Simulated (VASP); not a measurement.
An input for Quantum ESPRESSO's pw.x (written as the equivalent of a VASP run, and not itself run):

```
&CONTROL
  calculation = 'scf'
  pseudo_dir = './pseudo'
  outdir = './out'
  tprnfor = .true.
  tstress = .true.
/
&SYSTEM
  ibrav = 0
  nat = 2
  ntyp = 2
  ecutwfc = 92
  occupations = 'smearing'
  smearing = 'gaussian'
  degauss = 0.003675
  input_dft = 'pbe'
/
&ELECTRONS
  conv_thr = 7.3e-09
  electron_maxstep = 100
/
ATOMIC_SPECIES
  Cu 63.546 Cu.upf
  I 126.904 I.upf
CELL_PARAMETERS angstrom
     0.0000000    3.0353535    3.0353535
     3.0353535    0.0000000    3.0353535
     3.0353535    3.0353535   -0.0000000
ATOMIC_POSITIONS crystal
  Cu   1.0000000  0.0000000  0.0000000
  I    0.2500000  0.2500000  0.2500000
K_POINTS automatic
  8 8 8 0 0 0
```

Q: Write the VASP files for the same calculation (PBE).

A: This is not unique; one that fits is 
File POSCAR:
```
CuI
3.0353530
  0.0000000000   1.0000001641   1.0000001641
  1.0000001641   0.0000000000   1.0000001641
  1.0000001641   1.0000001641   0.0000000000
Cu I
1 1
Cartesian
  0.0000000000   1.0000001641   1.0000001641
  0.5000000820   0.5000000820   0.5000000820
```

KPOINTS:
```
Automatic
0
G
  8 8 8
```

INCAR:
```
LASPH = T   # aspherical one-centre terms
LCHARG = F
ALGO = Normal   # blocked Davidson
GGA = PE   # PBE
EDIFF = 1E-7   # SCF stop (eV)
ENCUT = 480   # plane-wave cut-off (eV)
PREC = Accurate
NELM = 100   # most electronic steps
ISMEAR = 0
LMAXMIX = 4
SYSTEM = CuI
ISIF = 2
LWAVE = F
LREAL = F   # projection in real space or not
SIGMA = 0.05   # width (eV)
```

POTCAR, in this order: Cu I (PBE.64 set). Program: vasp_std.

The two are equivalent in intent, not identical: the potentials are each code's own (VASP's PAW set, PseudoDojo norm-conserving files in pw.x), so ENCUT and ecutwfc are chosen apart and not converted; conv_thr bounds pw.x's estimated SCF error, while EDIFF bounds the energy change between steps.

The compound is CuI in the zinc blende structure. It was relaxed first.
